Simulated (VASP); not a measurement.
VASP ran on this input.

POSCAR:
```
BaTe
4.9497470
  0.0000000000   0.7071068481   0.7071068481
  0.7071068481   0.0000000000   0.7071068481
  0.7071068481   0.7071068481   0.0000000000
Ba Te
1 1
direct
  0.0000000000   0.0000000000   0.0000000000
  0.5000000000   0.5000000000   0.5000000000
```

KPOINTS:
```
Automatic mesh
0
Gamma
3 3 3
0 0 0
```

### INCAR
```
ALGO = Normal
EDIFF = 1E-6
ENCUT = 400
GGA = PE
ISIF = 2
ISMEAR = 0
LASPH = T
LCHARG = F
LMAXMIX = 4
LREAL = F
LWAVE = F
NELM = 100
PREC = Accurate
SIGMA = 0.05
SYSTEM = BaTe
```

POTCAR, in this order: Ba_sv Te (PBE.64 set). Program: vasp_std.

Task: Translate this PBE calculation to Quantum ESPRESSO's pw.x.

Result: One equivalent input (not run):
```
&CONTROL
  calculation = 'scf'
  pseudo_dir = './pseudo'
  outdir = './out'
  tprnfor = .true.
  tstress = .true.
/
&SYSTEM
  ibrav = 0
  nat = 2
  ntyp = 2
  ecutwfc = 82.3
  occupations = 'smearing'
  smearing = 'gaussian'
  degauss = 0.003675
  input_dft = 'pbe'
/
&ELECTRONS
  conv_thr = 7.3e-08
  electron_maxstep = 100
/
ATOMIC_SPECIES
  Ba 137.327 Ba.upf
  Te 127.600 Te.upf
CELL_PARAMETERS angstrom
     0.0000000    3.5000000    3.5000000
     3.5000000    0.0000000    3.5000000
     3.5000000    3.5000000    0.0000000
ATOMIC_POSITIONS crystal
  Ba   0.0000000  0.0000000  0.0000000
  Te   0.5000000  0.5000000  0.5000000
K_POINTS automatic
  3 3 3 0 0 0
```
What does not carry over: the potentials are each code's own (VASP's PAW set, PseudoDojo norm-conserving files in pw.x), so ENCUT and ecutwfc are chosen apart and not converted; conv_thr bounds pw.x's estimated SCF error, while EDIFF bounds the energy change between steps.

The compound is BaTe in the rock salt structure. The cell was not relaxed at this level. The k-mesh is coarse (spacing up to 0.52 per Å, 2π included), so the numbers may not be converged in it. The run is one of a series of settings (KPOINTS 3×3×3 Γ-centred mesh against the base run), some of them coarse on purpose.
